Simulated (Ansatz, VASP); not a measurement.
**One calculation of LuAlN2, two programs**

```xyz
4
Lattice="3.0587 0.0000 0.0000 0.0000 3.0587 0.0000 0.0000 0.0000 4.5749" Properties=species:S:1:pos:R:3 pbc="T T T"
Al    0.0000    0.0000    0.0000
N     0.0000    0.0000    2.2875
N     1.5293    1.5293    0.0000
Lu    1.5293    1.5293    2.2875
```

Change from the starting cell: epitaxial_xy strain -3.5%.

Alike in both runs: task single point; functional PBE; k mesh 8 × 8 × 6; occupations fermi-dirac, width 0.02 eV; no spin polarisation.

|  | VASP | Ansatz |
| --- | --- | --- |
| version | VASP 6.6.1 | Ansatz 0.2.0 |
| potentials or method | VASP PAW PBE potentials, release 64 (Al, N, Lu) | plane waves, PAW |
| plane-wave cutoff (eV) | 520 | 420 |
| valence electrons in the cell | 38 | 38 |

|  | VASP | Ansatz | Ansatz less VASP |
| --- | --- | --- | --- |
| pressure (GPa) | 17.7 | 16.9 | -0.81 |
| largest component of the traceless stress (GPa) | 13.19 | 12.81 | -0.372 |

Caveats: so large a pressure means that the cell lies far from this level's equilibrium, or that cutoff or potentials fall short (VASP). A k mesh can miss the band edges.
